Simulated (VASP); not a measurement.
Input:

```yaml
crystal:
  lattice:
    - [0.00000, 3.08739, 3.08739]
    - [3.08739, 0.00000, 3.08739]
    - [3.08739, 3.08739, 0.00000]
  atoms:
    - { symbol: Pb, position: [0.00000, 0.00000, 0.00000] }
    - { symbol: Se, position: [0.50000, 0.50000, 0.50000] }
```

Method: r2SCAN meta-GGA with spin-orbit coupling, VASP's PBE PAW potentials (set 64) (plane waves; VASP). Numerical set-up: 400 eV cut-off, 7×7×7 Γ-centred mesh, Gaussian smearing of 0.050 eV, potentials Pb_d Se.

### Question
Give the energies of bands 13 to 26 at the high-symmetry points, in eV from the valence-band maximum.

### Answer

```tsv
band	Γ	X	U	L	W
13	-6.36	-7.45	-8.10	-8.87	-8.08
14	-6.36	-7.45	-8.10	-8.87	-8.08
15	-2.35	-4.97	-4.57	-1.64	-4.31
16	-2.35	-4.97	-4.57	-1.64	-4.31
17	-1.73	-3.47	-2.83	-1.41	-4.13
18	-1.73	-3.47	-2.83	-1.41	-4.13
19	-1.73	-3.03	-2.29	0.00	-0.84
20	-1.73	-3.03	-2.29	0.00	-0.84
21	3.49	4.17	3.32	0.24	2.02
22	3.49	4.17	3.32	0.24	2.02
23	5.68	4.95	4.41	1.71	5.20
24	5.68	4.95	4.41	1.71	5.20
25	5.68	6.51	5.75	2.51	5.38
26	5.68	6.51	5.75	2.51	5.38
```

The gap is direct, 0.24 eV, from the valence maximum at L to the conduction minimum at L.

The compound is PbSe in the rock salt structure. It was relaxed first.
